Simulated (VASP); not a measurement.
Input:

```yaml
crystal:
  lattice:
    - [0.00000, 2.53387, 2.53387]
    - [2.53387, 0.00000, 2.53387]
    - [2.53387, 2.53387, 0.00000]
  atoms:
    - { symbol: Zr, position: [0.00000, 0.00000, 0.00000] }
    - { symbol: O, position: [0.25000, 0.25000, 0.25000] }
    - { symbol: O, position: [0.75000, 0.75000, 0.75000] }
```

All values below come from AM05 GGA, VASP's PBE PAW potentials (set 64) (plane waves; VASP). Settings: 520 eV cut-off, Gaussian smearing of 0.050 eV, potentials Zr_sv O.

Task: Give the energies of bands 7 to 15 at the high-symmetry points, in eV from the valence-band maximum.

Result: 
```csv
band,Γ,X,U,L,W
7,-5.36,-6.06,-5.43,-4.33,-4.84
8,-5.36,-3.20,-3.68,-4.33,-4.76
9,-5.36,-3.20,-3.13,-2.57,-2.42
10,-0.54,-1.54,-2.27,-2.51,-2.42
11,-0.54,-1.54,-1.23,-1.67,-1.41
12,-0.54,0.00,-0.34,-1.67,-0.21
13,3.32,3.79,4.04,4.00,4.46
14,3.32,4.77,4.78,4.00,4.61
15,6.65,5.95,6.27,6.21,6.40
```

The gap is indirect, 3.32 eV, from the valence maximum at X to the conduction minimum at Γ.

The compound is ZrO2 in the fluorite structure, the high-temperature cubic form, which is unstable at 0 K; the monoclinic form is the stable one. It was relaxed first.
